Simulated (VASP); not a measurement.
# CuC23 (a cell with a defect) in VASP: settings compared, part 2 of 2

VASP 6.6.1. Earlier steps stand in the parts before.

## 4. Single point, PBEsol, collinear spin, ferromagnetic start

Input file INCAR:

```
PREC = Accurate
ENCUT = 450
EDIFF = 1E-5
ISMEAR = 0
SIGMA = 0.03
LREAL = Auto
LASPH = True
NELM = 120
ALGO = Normal
ISIF = 2
LWAVE = False
LCHARG = False
ISPIN = 2
MAGMOM = 3 0 0 0 0 0 0 0 0 0 0 0 0 0 0 0 0 0 0 0 0 0 0 0
LORBIT = 11
NUPDOWN = 3
LMAXMIX = 4
GGA = PS
ISYM = 0
KPAR = 4
```

Input file KPOINTS:

```
regular mesh
0
Gamma
  3 4 4
```

Input file POSCAR:

```
CuC23                                   
1.0
    0.0000000000      5.3503200000      5.3503200000
    3.5668800000      0.0000000000      3.5668800000
    3.5668800000      3.5668800000      0.0000000000
  Cu              C             
     1    23
Direct
     0.9891749490426134    0.0052091512536081    0.0054988447280119
     0.0029833938042725    0.0004793177971766    0.4986144325602015
     0.0030015768242495    0.4974039034356876    0.0018205757770853
     0.0038018294796008    0.4973758251577220    0.4983619859358297
     0.3325028267884217    0.0024397373003014    0.0035789567684408
     0.3382852002068796    0.9989541686812496    0.4946311073001776
     0.3382167926508654    0.4937469691118515    0.0000188991123135
     0.3334055189565009    0.5004304555073145    0.5015859143022854
     0.6669475065027305    0.9985590306757702    0.9998292278683700
     0.6612632097800928    0.0016231510021443    0.5076013228733718
     0.6612797851069758    0.5062738450434873    0.0029584116472518
     0.6679956482958720    0.4993898586836265    0.5006521836551162
     0.0947462908123754    0.1373276683037249    0.1385759037547215
     0.0984962101536573    0.1353810731281372    0.5820148048432495
     0.0983352020918146    0.5815419593676894    0.1363484174090810
     0.0856986152007730    0.6239943290718488    0.6253218106889851
     0.4247719511482543    0.1186351899916196    0.1196288881515760
     0.4126602323489508    0.1254810149101218    0.6324452504321406
     0.4126845905428448    0.6313086280815602    0.1266770749158437
     0.4183487154567493    0.6238590820616761    0.6249845809179163
     0.7058362312015017    0.1481026222974404    0.1494633762535585
     0.7517038405515087    0.1257886959868203    0.6249047526141768
     0.7517233941898036    0.6235922682750099    0.1271054689868618
     0.7501194888627183    0.6245020548744306    0.6257768085034408
```

Potentials or basis: VASP PAW PBE potentials, release 64 (Cu, C).

Launch:

```console
$ cat potpaw_PBE.64/Cu/POTCAR potpaw_PBE.64/C/POTCAR > POTCAR
$ mpirun -np 4 vasp_std > vasp.out
```

OUTCAR:

```text
PREC = Accurate
   ENCUT = 450
   EDIFF = 1E-5
   ISMEAR = 0
   LREAL = Auto
   LASPH = True
   NELM = 120
   ISIF = 2
   ISPIN = 2
   LORBIT = 11
   NUPDOWN = 3
   GGA = PS
   ISYM = 0

 ion  position               nearest neighbor table
   1  0.989  0.005  0.005-  13 1.75  14 1.75  15 1.75  21 1.75
   2  0.003  0.000  0.499-  13 1.49  14 1.50  16 1.55  22 1.55
   3  0.003  0.497  0.002-  13 1.49  15 1.50  16 1.55  23 1.55
   4  0.004  0.497  0.498-  15 1.50  14 1.50  16 1.55  24 1.57
   5  0.333  0.002  0.004-  13 1.48  17 1.53  19 1.53  18 1.53
   6  0.338  0.999  0.495-  14 1.49  17 1.54  20 1.55  18 1.55
[... 3441 lines left out ...]
      3.55168      1.79794      1.79442        -0.052914     -0.001013     -0.008017
      0.02147      1.79176      1.78770         0.037459      0.039638      0.038016
      5.32744      3.57422      5.37308        -0.055257     -0.010397      0.046232
[... 16 lines left out ...]
      2.67765      4.47533      6.24624         0.004173      0.005975     -0.000287
      4.45959      6.24545      6.24090        -0.000745     -0.002868     -0.001018
 -----------------------------------------------------------------------------------
    total drift:                               -0.001305      0.001386      0.002833

  FREE ENERGIE OF THE ION-ELECTRON SYSTEM (eV)
  ---------------------------------------------------
  free  energy   TOTEN  =      -215.4977910466 eV

  energy  without entropy=     -215.4977910466  energy(sigma->0) =     -215.49779105

 total charge

# of ion       s       p       d       tot
------------------------------------------
    1        0.762   0.972   9.260  10.994
    2        0.832   1.766   0.000   2.598
    3        0.832   1.766   0.000   2.598
    4        0.830   1.754   0.000   2.584
    5        0.837   1.789   0.000   2.626
    6        0.831   1.758   0.000   2.589
[... 16 lines left out ...]
   23        0.827   1.734   0.000   2.561
   24        0.825   1.723   0.000   2.548
--------------------------------------------------
tot         19.937  41.546   9.260  70.743

 magnetization (x)

# of ion       s       p       d       tot
------------------------------------------
    1        0.017   0.433   0.444   0.894
    2       -0.001   0.012   0.000   0.011
    3       -0.001   0.011   0.000   0.010
    4       -0.001   0.011   0.000   0.010
    5        0.003   0.015   0.000   0.018
    6       -0.001  -0.001   0.000  -0.002
[... 16 lines left out ...]
   23        0.003   0.019   0.000   0.022
   24        0.003   0.017   0.000   0.020
--------------------------------------------------
tot          0.129   1.796   0.444   2.369
```

Run time: 5.9 min. Hardware: 4 MPI ranks of Intel Xeon Platinum 8488C (Sapphire Rapids), shared host; peak memory 0.45 GiB.

Results:

```
Free energy                                           : -215.4978 eV
Largest force                                         : 0.297 eV/Å
Net moment                                            : 3.00 μB per cell
Site moments                                          : Cu +0.89; C +0.01, +0.02, -0.00, +0.00, +0.29, +0.03, +0.10, +0.04, +0.26 μB
Valence electrons inside the program's atomic spheres : Cu 10.99; C 2.60, 2.58, 2.63, 2.59, 2.61, 2.68, 2.66, 2.56, 2.57, 2.55
```

Forces in eV/Å, atoms in the order of the input:
```
Cu  -0.023  0.027  0.003
C    0.003 -0.007  0.060
C    0.001  0.050 -0.005
C   -0.053 -0.001 -0.008
C    0.037  0.040  0.038
C   -0.055 -0.010  0.046
C   -0.059  0.055 -0.018
C    0.011  0.006 -0.001
C    0.023 -0.073 -0.071
C    0.079 -0.029 -0.069
C    0.078 -0.074 -0.025
C   -0.001  0.003  0.000
C    0.156  0.161  0.167
C   -0.155 -0.173  0.162
C   -0.169  0.170 -0.176
C    0.007 -0.011  0.004
C   -0.036 -0.002 -0.005
C    0.015  0.011 -0.002
C    0.012 -0.011  0.008
C   -0.009  0.003  0.008
C    0.133 -0.133 -0.129
C    0.001 -0.003  0.014
C    0.004  0.006  0.000
C   -0.001 -0.003 -0.001
```

Caveat: the k mesh is coarse (spacing up to 0.38 Å⁻¹), so the values aren't converged; the PAW data sets were made with another functional, which shifts forces and pressure a little; the total moment is fixed, so each spin has its own Fermi level.

## 5. Single point, HSE06, collinear spin, ferromagnetic start

POSCAR is that of step 4.

Input file INCAR.step1:

```
PREC = Accurate
ENCUT = 450
EDIFF = 1E-5
ISMEAR = 0
SIGMA = 0.03
LREAL = Auto
LASPH = True
NELM = 70
ALGO = Normal
ISIF = 2
LWAVE = True
LCHARG = False
ISPIN = 2
MAGMOM = 3 0 0 0 0 0 0 0 0 0 0 0 0 0 0 0 0 0 0 0 0 0 0 0
LORBIT = 11
NUPDOWN = 3
LMAXMIX = 4
ISYM = -1
TIME = 0.4
NKRED = 2
GGA = PE
KPAR = 2
```

Input file INCAR.step2:

```
PREC = Accurate
ENCUT = 450
EDIFF = 1E-4
ISMEAR = 0
SIGMA = 0.03
LREAL = Auto
LASPH = True
NELM = 70
ALGO = Damped
ISIF = 2
LWAVE = False
LCHARG = False
ISPIN = 2
MAGMOM = 3 0 0 0 0 0 0 0 0 0 0 0 0 0 0 0 0 0 0 0 0 0 0 0
LORBIT = 11
NUPDOWN = 3
LMAXMIX = 4
GGA = PE
LHFCALC = True
HFSCREEN = 0.2
PRECFOCK = Fast
ISYM = -1
TIME = 0.4
NKRED = 2
ISTART = 1
KPAR = 2
```

Input file KPOINTS:

```
regular mesh
0
Gamma
  2 2 2
```

Launch:

```console
$ cat potpaw_PBE.64/Cu/POTCAR potpaw_PBE.64/C/POTCAR > POTCAR
$ cp INCAR.step1 INCAR
$ mpirun -np 4 vasp_std > vasp.out
$ cp INCAR.step2 INCAR
$ mpirun -np 4 vasp_std > vasp.out
```

Wall time 5.4 min (4 MPI ranks of Intel Xeon Platinum 8488C (Sapphire Rapids), shared host); peak memory 0.42 GiB.

It converged, with:

| Property | Result |
| --- | --- |
| Free energy | -237.8712 eV |
| Largest force | 0.499 eV/Å |
| Net moment | 3.00 μB per cell |
| Site moments | Cu +0.94; C -0.00, +0.01, -0.01, +0.00, +0.31, +0.03, +0.10, +0.04, +0.02, +0.29 μB |
| Valence electrons inside the program's atomic spheres | Cu 11.06; C 2.61, 2.59, 2.63, 2.60, 2.62, 2.70, 2.68, 2.57, 2.58, 2.67, 2.56 |

Forces on the atoms (eV/Å):
```
Cu   0.054 -0.111 -0.131
C   -0.040  0.042  0.338
C   -0.042  0.327  0.044
C   -0.321  0.042  0.035
C    0.054  0.184  0.182
C   -0.143  0.006  0.128
C   -0.148  0.139 -0.002
C   -0.019  0.048  0.041
C    0.062 -0.112 -0.110
C    0.096 -0.045 -0.082
C    0.095 -0.088 -0.040
C   -0.015  0.019  0.017
C    0.104  0.105  0.110
C   -0.098 -0.132  0.104
C   -0.110  0.111 -0.135
C    0.030 -0.030 -0.015
C    0.006 -0.074 -0.077
C    0.011 -0.020 -0.035
C    0.007 -0.045 -0.023
C    0.050 -0.031 -0.027
C    0.304 -0.281 -0.279
C    0.042 -0.031  0.022
C    0.045  0.013 -0.028
C   -0.022 -0.036 -0.035
```

Caveat: the k mesh is coarse (spacing up to 0.76 Å⁻¹), so the values aren't converged, least of all with exact exchange; the PAW data sets were made with another functional, which shifts forces and pressure a little; the total moment is fixed, so each spin has its own Fermi level.

## 6. Summary

| level | fixed moment (μB) | k mesh | grid for exact exchange (PRECFOCK) | screening parameter | moment (μB) | largest force (eV/Å) |
| --- | --- | --- | --- | --- | --- | --- |
| PBEsol | 1 | 3 × 4 × 4 | - | - | 1.00 | 0.21 |
| HSE06 | 1 | 2 × 2 × 2 | Fast | 0.2 1/A | 1.00 | 0.61 |
| PBEsol | 3 | 3 × 4 × 4 | - | - | 3.00 | 0.30 |
| HSE06 | 3 | 2 × 2 × 2 | Fast | 0.2 1/A | 3.00 | 0.50 |

Some of these runs hold the atoms at other places in the same cell, which the table doesn't show; runs alike in all that it shows share one row.

Alike in all rows: task single point; potentials or basis VASP PAW PBE potentials, release 64 (Cu, C); spin collinear, ferromagnetic start; cell as given; cutoff (eV) 450; smearing gaussian 0.03 eV; the mesh is coarse, so values aren't converged.

Caveats: all runs use coarse meshes; the PAW data sets were made with another functional, which shifts forces and pressure a little; the total moment is fixed, so each spin has its own Fermi level.

Total energies depend on the potentials used, so only differences within one code and one set of settings carry meaning.
